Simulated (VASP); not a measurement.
Runs of VASP 6.6.1 on F2SiClBr. The cell holds a molecule in a box, 5 atoms: a = 12.000 Å, b = 12.000 Å, c = 12.000 Å, α = 90.00°, β = 90.00°, γ = 90.00°. 

```tsv
task	level	cell	gap on the mesh (eV)	largest force (eV/Å)
electron localisation function	PBE	as given	6.32	0.88
relaxation of the atoms	PBE	atoms relaxed from: atoms moved at random, drawn with an rms of 0.02 Å	6.15	0.01
single point	PBE	atoms moved at random, drawn with an rms of 0.05 Å	6.30	1.46
atomic charges	PBE+TS	as given	6.32	(a)
relaxation of the atoms	revPBE	atoms relaxed	6.11	-
```

Alike in all rows: potentials or basis VASP PAW PBE potentials, release 64 (F, Si, Cl, Br); no spin polarisation; k mesh 1 × 1 × 1; cutoff (eV) 520; smearing gaussian 0.01 eV.

Problem. Estimate the missing entries.

Solution. (a) 0.90.

Caveats: the PAW data sets were made with another functional, which shifts forces and pressure a little (some runs).

A k mesh can miss the band edges, and the runs leave out spin-orbit coupling on Br.
